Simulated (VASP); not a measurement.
These are vdW-DF2, VASP's PBE PAW potentials (set 64) (plane waves; VASP) values and carry that method's errors.

VASP ran on this input.

**POSCAR**
```
KI
1
    0.0000000000     3.5857499635     3.5857499635
    3.5857499635     0.0000000000     3.5857499635
    3.5857499635     3.5857499635     0.0000000000
K I
1 1
Direct
  0.0000000000   0.0000000000   0.0000000000
  0.5000000000   0.5000000000   0.5000000000
```

File KPOINTS:
```
k-points along high-symmetry lines
15
Line-mode
Reciprocal
  0.000000   0.000000   0.000000 ! GAMMA
  0.500000   0.000000   0.500000 ! X

  0.500000   0.000000   0.500000 ! X
  0.625000   0.250000   0.625000 ! U

  0.375000   0.375000   0.750000 ! K
  0.000000   0.000000   0.000000 ! GAMMA

  0.000000   0.000000   0.000000 ! GAMMA
  0.500000   0.500000   0.500000 ! L

  0.500000   0.500000   0.500000 ! L
  0.500000   0.250000   0.750000 ! W

  0.500000   0.250000   0.750000 ! W
  0.500000   0.000000   0.500000 ! X
```

**INCAR**
```
! general
SYSTEM   = KI
PREC     = Accurate
ENCUT    = 520   ! plane-wave cut-off (eV)
LREAL    = .FALSE.   ! projection in real space or not
LASPH    = .TRUE.
ICHARG   = 11   ! fixed density

! electronic loop
EDIFF    = 1E-7   ! SCF stop (eV)
NELM     = 100   ! most electronic steps
ALGO     = Normal
LMAXMIX  = 4

! smearing
ISMEAR   = 0   ! Gaussian
SIGMA    = 0.05

! functional
GGA      = ML
LUSE_VDW = .TRUE.
AGGAC    = 0.0
ZAB_VDW  = -1.8867

! output
LWAVE    = .FALSE.
LCHARG   = .FALSE.
LORBIT   = 11   ! lm-projected
```

POTCAR, in this order: K_sv I (PBE.64 set). Program: vasp_std. Read from the step before: CHGCAR.

Output

### OSZICAR
```
       N       E                     dE             d eps       ncg     rms          rms(c)
DAV:   1     0.963014115991E+02    0.96301E+02   -0.66421E+03  2160   0.112E+03
DAV:   2     0.491075668427E+01   -0.91391E+02   -0.85585E+02  2596   0.246E+02
DAV:   3    -0.107557586928E+01   -0.59863E+01   -0.59509E+01  2844   0.572E+01
DAV:   4    -0.140608631938E+01   -0.33051E+00   -0.33023E+00  3876   0.114E+01
DAV:   5    -0.140777536790E+01   -0.16890E-02   -0.16890E-02  2820   0.889E-01
DAV:   6    -0.140781993037E+01   -0.44562E-04   -0.44562E-04  3080   0.111E-01
DAV:   7    -0.140782077772E+01   -0.84736E-06   -0.84734E-06  3228   0.166E-02
DAV:   8    -0.140782079582E+01   -0.18097E-07   -0.18114E-07  2692   0.232E-03
   1 F= -.14078208E+01 E0= -.14078208E+01  d E =-.101432E-16
```

OUTCAR:
```
 val. band max:       -0.7258104672   @ k =   0.0000   0.0000   0.0000

 cond. band min:       2.8298795173   @ k =   0.0000   0.0000   0.0000



 k-point     1 :       0.0000    0.0000    0.0000
  band No.  band energies     occupation
      1     -29.5112      2.00000
      2     -12.9780      2.00000
      3     -12.9780      2.00000
      4     -12.9780      2.00000
      5     -11.2360      2.00000
      6      -0.7258      2.00000
      7      -0.7258      2.00000
      8      -0.7258      2.00000
      9       2.8299      0.00000
     10       5.5346      0.00000
     11       5.5346      0.00000
     12       5.5346      0.00000

 k-point     2 :       0.0357    0.0000    0.0357
  band No.  band energies     occupation
      1     -29.5112      2.00000
      2     -12.9797      2.00000
      3     -12.9782      2.00000
      4     -12.9782      2.00000
      5     -11.2322      2.00000
      6      -0.7573      2.00000
      7      -0.7315      2.00000
      8      -0.7315      2.00000
      9       2.8757      0.00000
     10       5.5006      0.00000
     11       5.5643      0.00000
     12       5.5643      0.00000

 k-point     3 :       0.0714    0.0000    0.0714
  band No.  band energies     occupation
      1     -29.5111      2.00000
      2     -12.9844      2.00000
      3     -12.9787      2.00000
      4     -12.9787      2.00000
      5     -11.2213      2.00000
      6      -0.8444      2.00000
      7      -0.7479      2.00000
      8      -0.7479      2.00000
      9       3.0048      0.00000
     10       5.4060      0.00000
     11       5.6527      0.00000
     12       5.6527      0.00000

 k-point     4 :       0.1071    0.0000    0.1071
  band No.  band energies     occupation
      1     -29.5110      2.00000
      2     -12.9914      2.00000
      3     -12.9796      2.00000
      4     -12.9796      2.00000
      5     -11.2049      2.00000
      6      -0.9689      2.00000
      7      -0.7737      2.00000
...
```

The density is held fixed in this step, so its total energy and stress have no physical meaning. Unless said otherwise, spin-orbit coupling is left out, though it shifts the bands of the heavy elements here.

The compound is KI in the rock salt structure. It was relaxed first.
